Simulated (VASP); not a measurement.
# SnTe: shear stress against shear

SnTe (rock salt, Fm-3m, 32.281 Å³/atom and stress up to 0.13 GPa in the relaxed cell, cube axes along x, y and z) under an engineering shear γ in the xy plane. r2SCAN in VASP (plane waves, PAW), 480 eV, 8×8×8 Γ-centred mesh, Gaussian smearing 0.05 eV; ions are relaxed, or left where forces stay under 0.02 eV/Å, within the symmetry of each cell. Stress is positive for a compressed cell.

Here s stands for strain and y for shear stress.

| strain (%) | shear stress (GPa) |
|---|---|
| 0.00 | 0.00 |
| 0.50 | -0.08 |
| 1.00 | -0.16 |
| 1.50 | -0.23 |
| 3.00 | ? |

Taking a straight line for y over the 4 complete rows: Means: s 0.75000, y -0.117. About the means, the sum of products is -0.19250 and the sum of squares of s is 1.2500; the slope is their ratio. Least squares gives y = -0.002 - 0.1540·s. Residuals (row less fit): 0.002, -0.001, -0.004, 0.003; standard error 0.004 (degrees of freedom: 2). The slope gives the elastic constant C44 = 15.4 ± 0.3 GPa (± standard error of the fit, which holds the terms cut off).

### Question
What does the fit predict for y at s = 3.00, and how far is the calculated value from it?

### Answer
y = -0.002 - 0.1540 × 3.0 = -0.464 GPa. The calculation gives -0.43 GPa, 0.034 GPa above the prediction (7.9 % of the range of y in the table). The row lies outside the fitted rows, so this is an extrapolation. The scatter of the fitted rows lies at the last printed digit.

A polynomial of degree 3 through the 6 other runs of the series gives -0.42 there, so most of the miss is curvature that the fit leaves out. This level leaves no gap over 0.05 eV at strain 1.50, 3.00 %. Spin-orbit coupling is left out, which can shift these values for the heavy elements here. SnTe stands in this structure, which distorts at low temperature. Rows are the converged runs of the series near zero and its far end, less any whose ions stayed unrelaxed beside relaxed ones; series whose fitted rows scatter by over a few per cent of the range, as at a crossing or softening among them, aren't shown in this form. Most that stay on the fit to the last digits aren't either.
